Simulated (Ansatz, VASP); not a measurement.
## Mo2CCl2 (Mo2CCl2 MXene, 1 layer): VASP beside Ansatz

Wanted: the spread between two codes on one cell, functional and k mesh. The structure shown is the start of the Ansatz relaxation below; VASP solves that cell, so the two are compared at the walk's first step.

Program: Ansatz 0.2.0. Level of theory: plane waves, with VASP 6.6.1 beside it; single point at PBE. Results are calculated unless marked as measured.

## (1) Starting point

The cell holds 5 atoms: 2 Cl, 2 Mo and 1 C. Cell: a = 3.025 Å, b = 3.025 Å, c = 20.697 Å, α = 90.0°, β = 90.0°, γ = 120.0°. Vacuum lies along c.

## (2) Ansatz: relaxation, PBE

Ansatz runs on its default PAW (the set named soft_2) files.

The two programs are compared at the cell with which this relaxation starts, whose forces are those of its first step.

Input file input.yaml:

```yaml
crystal:
  lattice:
    - [3.024736, 0.0, 0.0]
    - [-1.512368, 2.6194982157, 0.0]
    - [0.0, 0.0, 20.6970420764]
  atoms:
    - { symbol: Cl, position: [0.3333333333, 0.6666666667, 0.3623706215] }
    - { symbol: Mo, position: [0.6666666667, 0.3333333333, 0.4423357098] }
    - { symbol: C, position: [0.0, 0.0, 0.5] }
    - { symbol: Mo, position: [0.3333333333, 0.6666666667, 0.5576642902] }
    - { symbol: Cl, position: [0.6666666667, 0.3333333333, 0.6376293785] }
kpoints:
  mp_grid: { grid: [12, 12, 1] }
hamiltonian:
  xc: pbe
scf:
  occupations: { method: fermi_dirac, width: 0.05 }
  convergence: { dr2_threshold: 1.0e-08 }
efield:
  axis: 3
  dipole_correction: true
  ramp_position: 0.97
  ramp_width: 0.04
relax:
  f_tol: 0.01
  cell: { fix: [c, alpha, beta] }
output:
  write_potential: true
  write_density: true
  volumetric_format: npy
```

On the command line:

```
$ ansatz run input.yaml --threads 2 --pin off --max-ram 4096MiB --backend cpu --events-out ev --progress --plain --runs-dir out
```

Numbers of over 12 decimals in the logs are rounded to 6 here.

What it wrote:

```text
Warning: relax.cell: scf.convergence.dr2_threshold = 1e-8 eV is looser than the 5e-10 eV advised for a relaxation that steers and ends on the stress (1e-10 eV for each atom of the cell: 5). What an SCF threshold leaves in a stress goes as its square root, and in the free energy as the threshold itself, and one threshold admits the most on a small cell: [figures from the program's tests cut] Set scf.convergence.dr2_threshold to 5e-10 eV or tighter. The threshold is an SCF's pass mark: one that does not reach it within its budget of iterations ends unconverged, or closes short of it on a stop that the run arms, and scf.convergence.dr2_threshold's page says what that costs each kind of run
Engine: ansatz 0.2.0, aarch64-unknown-linux-gnu
Pseudopotentials: kind: paw
Pseudopotential: Cl, paw, valence charge 7, recommended cutoff 420 eV (normal), Cl.paw.azcp
Pseudopotential: Mo, paw, valence charge 14, recommended cutoff 420 eV (normal), Mo.paw.azcp
Pseudopotential: C, paw, valence charge 4, recommended cutoff 420 eV (normal), C.paw.azcp
Functional definition: PBE
  parameter kappa = 0.804
  parameter beta = 0.066725
  exchange = pbe_x(kappa = kappa, mu = beta*pi^2/3)
  correlation = pbe_c(beta = beta)
Crystal: 5 atoms, lattice volume = 163.989 Å³
Basis set: ecut = 420 eV, 3165 PW (Γ), exchange–correlation on 48×48×288 points (8 copies of the dense FFT grid, shifted against one another)
Bands: 28, of which v1, the nominal top of the filled ones, is band 23 counted from 1 (22 counted from 0)
Symmetry: 6 space group operations
k-points: 19 of 144 (time reversal used)
Non-local potential: Cl, projectors of the file, l = 0: 2, l = 1: 2, l = 2: 2
Non-local potential: Mo, projectors of the file, l = 0: 3, l = 1: 2, l = 2: 2, l = 3: 1
Non-local potential: C, projectors of the file, l = 0: 2, l = 1: 2, l = 2: 1
PAW form: soft (Blöchl's): semilocal exchange-correlation on the pseudo side does not see the compensation charge
PAW one-centre angular grid: Cl, 110 points (default); XC on 64 Gauss nodes
PAW one-centre angular grid: Mo, 590 points (default); XC on 64 Gauss nodes
PAW one-centre angular grid: C, 110 points (default); XC on 64 Gauss nodes
Initial density: superposition of atomic densities (neutral atoms: chi_scale 0, normalization atom), corrected by the library's trained network
Initial wavefunctions: pseudopotential atomic-orbital guess
Functional: x = pbe(κ = 0.804, μ = 0.219515), c = pbe(β = 0.066725)
SCF iter   1: F=—  HF=-12322.378792 eV  |F-HF|=—  |Δ(HF+E_count)|=         —  Δρ=9.19e-3  dr2=5.74e-1  ethr=1.77e-3  p=0.001 e·Å  D=8.38e-4 V/Å  ΔV_dip=-0.02 eV  dr2_dipole=4.56e-5  V_vac-E_F(+/−)=4.78/4.80 eV  ⟨swp⟩=9.6  Hψ=3270  notcnv=0
efield: sawtooth ramp at fractional position 0.9700 (set: `efield.ramp_position`, or a place that a band, a saddle search or an elastic batch's reference lends), width 0.0400; the density the first Hamiltonian is built on has a dipole p = 0.001 e·Å; the dipole correction subtracts the counter field D = 8.38e-4 V/Å, which shifts the + side's vacuum level by -0.02 eV against the − side's; the planar-averaged density in the ramp window peaks in size at 3.9e-5 e/Å³
preconditioner: auto → LDOS  [metal: Δε(μ)=0.058 eV  Ē_g=8.645 eV  σ=0.050 eV  W_gap=0.28  n_scr=14 (ndim 8)  ℏωp=15.9 eV  f_vac=0.575  D(μ)=3.66/eV (n_scr^D=12)  β→1.0]
SCF iter   2: F=—  HF=-12322.313890 eV  |F-HF|=—  |Δ(HF+E_count)|=   6.49e-2  Δρ=2.87e-3  dr2=3.40e-2  ethr=1.25e-3  p=0.000 e·Å  D=1.66e-4 V/Å  ΔV_dip=-0.00 eV  dr2_dipole=1.77e-5  V_vac-E_F(+/−)=3.83/3.83 eV  ⟨swp⟩=2.0  Hψ=813  notcnv=0
SCF iter   3: F=—  HF=-12322.311760 eV  |F-HF|=—  |Δ(HF+E_count)|=   2.13e-3  Δρ=2.01e-3  dr2=1.30e-2  ethr=7.38e-5  p=0.000 e·Å  D=6.10e-5 V/Å  ΔV_dip=-0.00 eV  dr2_dipole=8.17e-7  V_vac-E_F(+/−)=3.84/3.84 eV  ⟨swp⟩=3.2  Hψ=1234  notcnv=0
SCF iter   4: F=—  HF=-12322.309130 eV  |F-HF|=—  |Δ(HF+E_count)|=   2.63e-3  Δρ=5.68e-4  dr2=7.75e-4  ethr=2.82e-5  p=0.000 e·Å  D=3.33e-6 V/Å  ΔV_dip=-0.00 eV  dr2_dipole=6.37e-8  V_vac-E_F(+/−)=3.76/3.76 eV  ⟨swp⟩=2.8  Hψ=1098  notcnv=0
SCF iter   5: F=—  HF=-12322.308952 eV  |F-HF|=—  |Δ(HF+E_count)|=   1.78e-4  Δρ=1.34e-4  dr2=4.65e-5  ethr=1.69e-6  p=-0.000 e·Å  D=-2.99e-6 V/Å  ΔV_dip=0.00 eV  dr2_dipole=9.31e-9  V_vac-E_F(+/−)=3.78/3.78 eV  ⟨swp⟩=3.2  Hψ=1201  notcnv=0
SCF iter   6: F=—  HF=-12322.308958 eV  |F-HF|=—  |Δ(HF+E_count)|=   5.88e-6  Δρ=3.90e-5  dr2=4.00e-6  ethr=1.01e-7  p=-0.000 e·Å  D=-4.21e-6 V/Å  ΔV_dip=0.00 eV  dr2_dipole=9.08e-9  V_vac-E_F(+/−)=3.78/3.78 eV  ⟨swp⟩=2.7  Hψ=939  notcnv=0
[...]
SCF 10 converged in 6 iterations: F = -12324.097212 eV  dr2 = 2.83e-9
relax step  10: F+E_penalty+E_count = -12324.09721209 eV  Δ(F+E_penalty+E_count) = -3.624e-4 eV  max|allowed force component| = 4.390e-3 eV/Å  Δτ_max = 0.0040 Å  P = +0.012 GPa  Ω = 202.290 Å³  energy of the carried Pulay correction = -1.411e-4 eV  fix = [c, alpha, beta]  reactions: c +0.006 GPa  (6 SCF iters, accepted)
iter 1 solved again at ethr=5.32e-8 eV; its pass at ethr=3.10e-3 eV (dr2=2.45e-5 eV) is discarded
SCF iter   1: F=—  HF=-12324.097056 eV  |F-HF|=—  |Δ(HF+E_count)|=         —  Δρ=3.46e-5  dr2=6.98e-8  ethr=5.32e-8  p=-0.000 e·Å  D=-1.04e-6 V/Å  ΔV_dip=0.00 eV  dr2_dipole=2.90e-10  V_vac-E_F(+/−)=4.49/4.49 eV  ⟨swp⟩=4.3  Hψ=4871  notcnv=0
efield: sawtooth ramp at fractional position 0.9700 (set: `efield.ramp_position`, or a place that a band, a saddle search or an elastic batch's reference lends), width 0.0400; the density the first Hamiltonian is built on has a dipole p = -0.000 e·Å; the dipole correction subtracts the counter field D = -1.04e-6 V/Å, which shifts the + side's vacuum level by +0.00 eV against the − side's; the planar-averaged density in the ramp window peaks in size at 3.1e-6 e/Å³
preconditioner: auto → LDOS  [insulator: Δε(μ)=0.137 eV  Ē_g=8.023 eV  σ=0.050 eV  W_gap=0.58  n_scr=14 (ndim 8)  ℏωp=14.3 eV  f_vac=0.594  D(μ)=1.66/eV (n_scr^D=8)  ε∞_Penn≈4.2  β→1.0]
SCF iter   2: F=—  HF=-12324.097362 eV  |F-HF|=—  |Δ(HF+E_count)|=   3.06e-4  Δρ=2.39e-6  dr2=2.88e-8  ethr=1.52e-10  p=-0.000 e·Å  D=-2.27e-7 V/Å  ΔV_dip=0.00 eV  dr2_dipole=1.54e-9  V_vac-E_F(+/−)=4.49/4.49 eV  ⟨swp⟩=4.1  Hψ=1407  notcnv=0
SCF iter   3: F=—  HF=-12324.097362 eV  |F-HF|=—  |Δ(HF+E_count)|=   8.40e-7  Δρ=1.83e-6  dr2=2.44e-8  ethr=6.26e-11  p=-0.000 e·Å  D=-1.54e-6 V/Å  ΔV_dip=0.00 eV  dr2_dipole=3.20e-9  V_vac-E_F(+/−)=4.49/4.49 eV  ⟨swp⟩=2.4  Hψ=871  notcnv=0
SCF iter   4: F=-12324.097362 eV  HF=-12324.097362 eV  |F-HF|=4.26e-8  |Δ(HF+E_count)|=   7.99e-7  Δρ=7.69e-7  dr2=2.21e-9  ethr=2.17e-11  p=-0.000 e·Å  D=-7.09e-7 V/Å  ΔV_dip=0.00 eV  dr2_dipole=1.40e-11  V_vac-E_F(+/−)=4.49/4.49 eV  ⟨swp⟩=9.9  Hψ=3954  notcnv=0
SCF 11 converged in 4 iterations: F = -12324.097362 eV  dr2 = 2.21e-9
relax step  11: F+E_penalty+E_count = -12324.09736237 eV  Δ(F+E_penalty+E_count) = -1.503e-4 eV  max|allowed force component| = 4.353e-3 eV/Å  Δτ_max = 0.0000 Å  P = +0.012 GPa  Ω = 202.290 Å³  fix = [c, alpha, beta]  reactions: c +0.005 GPa  stress off target by 1.50e-2 GPa on what of the cell is left free  SCF on the basis re-selected at this cell (its energy is not comparable with the rows above)  (4 SCF iters)
basis re-selected at this cell: Δ(F+E_penalty+E_count) = -1.503e-4 eV, ΔP = -0.000 GPa vs the last step (what re-selecting the basis moved, of the pressure what is left beyond the Pulay correction that the steps carried, after the strain that the cell walked since its last selection, with what the two solves' SCF thresholds leave and, on support functions, any second-order correction that the steps lacked; it is no m [...]
WARN: The output density's exchange-correlation potential varies sharply where the density is thin. Do not read a vacuum level from v_tot or v_xc, or from such a field of the output density. On a cell that repeats whose density bears no net charge and no dipole along the vacuum's axis use v_es (v_loc + v_h of the components); under efield.dipole_correction with no amplitude use v_es + v_field, which holds any externa [...]
SCF converged after 4 iterations
Free energy (F): -12324.097362 eV
Harris-Foulkes:  -12324.097362 eV  (|F-HF|=4.26e-8)
Internal energy: -12324.082063 eV  (E = F + TS)
E sigma→0 (E₀):  -12324.089713 eV
Entropy (-TS):   -0.015299 eV (-3.060 meV/atom)
Fermi energy:    2.313393 eV
Dipole field:    D = -0.000006 V/Å  (p = -0.000006 e·Å, saw-weighted, corrected)
Work function:   Φ+ = 4.4889 eV   Φ− = 4.4888 eV
Levels:          The Fermi level and band energies are counted from a zero that moves with the ramp; work functions are not
--- Per-component energies (eV) ---
  E_band       = -769.506859
  E_kinetic    = 1294.992748
  E_local      = -36815.556712  (includes V_loc(G=0)·N_el)
  E_nonlocal   = 370.677550
  E_hartree    = 17714.904277
  E_xc         = -629.158377
  E_vxc        = -761.586111  (∫ρ·V_xc dr)
  E_paw        = -7820.112464  (= ΣΔE_a)
  E_vpaw       = -287.839437  (= ΣTr[D̂ρ^β])
  E_aug_tail   = 0.000279  (compensation charges beyond the density's cutoff)
  E_efield     = 0.000000  (sawtooth field / dipole correction)
  E_vefield    = 0.000054  (∫n·V_field dr)
  E_ewald      = 13560.170637
  E_smearing   = -0.015299  (= −TS)
  E_closure    = -0.000000  (closes the sum)
  Σ components = -12324.097362   (vs F -12324.097362, Δ=0.00e0)
--- Forces (eV/Å), atoms counted from 1 ---
  atom   1  Cl     0.00000000    -0.00000000     0.00023811
  atom   2  Mo    -0.00000000     0.00000000    -0.00435152
  atom   3  C      0.00000000     0.00000000     0.00000428
  atom   4  Mo     0.00000000    -0.00000000     0.00434740
  atom   5  Cl    -0.00000000     0.00000000    -0.00022931
  max |Σ_I F_I| component: 8.96e-6 eV/Å
--- Stress (GPa, compression-positive) ---
        0.015015       0.000000      -0.000000
        0.000000       0.015015      -0.000000
        0.000000      -0.000000       0.005357
  P = ⅓ Tr σ = 0.0118 GPa (0.118 kbar)
--- Band table (eV; the first three rows and the last of 19) ---
  k-point 0: bands = [... 19 lower, -0.7850, -0.6773, -0.6773, 2.2400, 2.8524, 2.8524, 3.3409, 3.4583, ... 1 higher]
  k-point 1: bands = [... 19 lower, -1.1064, -0.5278, -0.3487, 2.1724, 2.6329, 2.8593, 3.4807, 3.5432, ... 1 higher]
  k-point 2: bands = [... 19 lower, -1.3645, -0.6424, 0.0274, 1.9566, 2.4192, 2.8732, 3.6144, 3.7586, ... 1 higher]
  k-point 18: bands = [... 19 lower, -1.5871, 0.5384, 0.6877, 0.6877, 3.2279, 3.2279, 3.7452, 5.2258, ... 1 higher]
--- Relaxed structure (9 steps of the walk, 8 accepted, 2 SCFs on fresh bases) ---
  F+E_penalty+E_count = -12324.09736237 eV   max|allowed force component| = 4.353e-3 eV/Å   (the final SCF, on the basis selected at the relaxed cell)
  cell:  # Å, volume = 202.2904 Å³
    - [3.359450, 2.477382263735947e-17, 0]
    - [-1.679725, 2.909369, 0]
    - [0, 0, 20.6970420764]
  atoms:
    - { symbol: Cl, position: [0.333333, 0.666667, 0.369350] }
    - { symbol: Mo, position: [0.666667, 0.333333, 0.455062] }
    - { symbol: C, position: [0, 0, 0.500000] }
    - { symbol: Mo, position: [0.333333, 0.666667, 0.544938] }
    - { symbol: Cl, position: [0.666667, 0.333333, 0.630650] }
```

## (3) VASP: single point, PBE, start cell

The same cell, functional, mesh and smearing now go to VASP, with its own data sets.

Lines of VASP's logs that name or quote its potential files are left out, and so is its time.

Input file INCAR:

```
SYSTEM = Mo2CCl2
PREC = Accurate
ENCUT = 520
EDIFF = 1E-06
NELM = 120
ISMEAR = -1
SIGMA = 0.05
LREAL = .FALSE.
ALGO = Normal
GGA = PE
NBANDS = 29
LASPH = .TRUE.
LORBIT = 11
LWAVE = .FALSE.
LCHARG = .FALSE.
ISIF = 2
LDIPOL = .TRUE.
IDIPOL = 3
DIPOL = 0.5 0.5 0.5
LVHAR = .TRUE.
GGA_COMPAT = .FALSE.
EFERMI = MIDGAP
NELMDL = -8
KPAR = 2
```

Input file POSCAR:

```
Mo2CCl2
1.0
    3.0247360000      0.0000000000      0.0000000000
   -1.5123680000      2.6194980000      0.0000000000
    0.0000000000      0.0000000000     20.6970420000
Cl Mo C
2 2 1
Direct
    0.3333333333      0.6666666667      0.3623706228
    0.6666666667      0.3333333333      0.6376293772
    0.6666666667      0.3333333333      0.4423357212
    0.3333333333      0.6666666667      0.5576642788
    0.0000000000      0.0000000000      0.5000000000
```

Input file KPOINTS:

```
Automatic mesh
0
Gamma
12 12 1
0 0 0
```

PAW data sets: Cl, Mo_sv and C (PBE family, release 64).

On the command line:

```
$ mpirun -np 2 vasp_std
```

What it wrote:

```text
[banner, memory and clock lines left out]
running    2 mpi-ranks, on    1 nodes
 distrk:  each k-point on    1 cores,    2 groups
 distr:  one band on    1 cores,    1 groups

 POSCAR found type information on POSCAR ClMoC
 POSCAR found :  3 types and       5 ions
 LDA part: xc-table for (Slater+PW92), standard interpolation
 POSCAR, INCAR and KPOINTS ok, starting setup
 FFT: planning ... GRIDC
 FFT: planning ... GRID_SOFT
 FFT: planning ... GRID
 WAVECAR not read
 entering main loop
       N       E                     dE             d eps       ncg     rms          rms(c)
DAV:   1     0.441369243713E+03    0.44137E+03   -0.26421E+04  1318   0.140E+03
DAV:   2    -0.130564470354E+02   -0.45443E+03   -0.44378E+03  1436   0.373E+02
DAV:   3    -0.396844545275E+02   -0.26628E+02   -0.25522E+02  1314   0.844E+01
DAV:   4    -0.405617411303E+02   -0.87729E+00   -0.86981E+00  1393   0.150E+01
DAV:   5    -0.405879763827E+02   -0.26235E-01   -0.26176E-01  1442   0.231E+00
DAV:   6    -0.405888075510E+02   -0.83117E-03   -0.83104E-03  1482   0.415E-01
DAV:   7    -0.405888452173E+02   -0.37666E-04   -0.37655E-04  1426   0.748E-02
DAV:   8    -0.405888470962E+02   -0.18788E-05   -0.18786E-05  1266   0.162E-02    0.437E+01
DAV:   9    -0.352420087304E+02    0.53468E+01   -0.33104E+01  1191   0.320E+01    0.130E+01
DAV:  10    -0.351430957224E+02    0.98913E-01   -0.31085E+00  1247   0.110E+01    0.809E+00
DAV:  11    -0.351007583526E+02    0.42337E-01   -0.39234E-01  1275   0.354E+00    0.157E+00
DAV:  12    -0.350854470627E+02    0.15311E-01   -0.42495E-02  1487   0.131E+00    0.695E-01
DAV:  13    -0.350846868530E+02    0.76021E-03   -0.16157E-02  1291   0.606E-01    0.292E-01
DAV:  14    -0.350844927030E+02    0.19415E-03   -0.13489E-03  1370   0.191E-01    0.132E-01
[...]
DAV:  18    -0.350847939485E+02   -0.16129E-03   -0.51553E-05  1171   0.334E-02    0.150E-02
DAV:  19    -0.350848251754E+02   -0.31227E-04   -0.80002E-06  1186   0.121E-02    0.924E-03
DAV:  20    -0.350848458957E+02   -0.20720E-04   -0.27443E-06   996   0.773E-03    0.198E-03
DAV:  21    -0.350848662045E+02   -0.20309E-04   -0.13826E-06   866   0.331E-03    0.267E-03
DAV:  22    -0.350848693366E+02   -0.31321E-05   -0.26618E-07   798   0.152E-03    0.820E-04
DAV:  23    -0.350848711794E+02   -0.18428E-05   -0.36397E-07   813   0.139E-03    0.112E-03
DAV:  24    -0.350848724391E+02   -0.12597E-05   -0.10317E-07   741   0.999E-04    0.261E-04
DAV:  25    -0.350848733629E+02   -0.92386E-06   -0.45852E-08   731   0.754E-04
   1 F= -.35084873E+02 E0= -.35067123E+02  d E =-.355008E-01
```

[end of part 1 of 2]

[Lines on the potential files, build, host, timing and source positions are cut from VASP's logs without a mark.]

[Logs are printed without paths, hosts, clocks, repeated set-up lines and the standing remarks that a program may print on its own settings, such as how far it seeks lower states.]

[Hosts, paths, dates, database ids (printed as entryN), source tags and the programs' standing remarks are cut or masked in the printed files.]
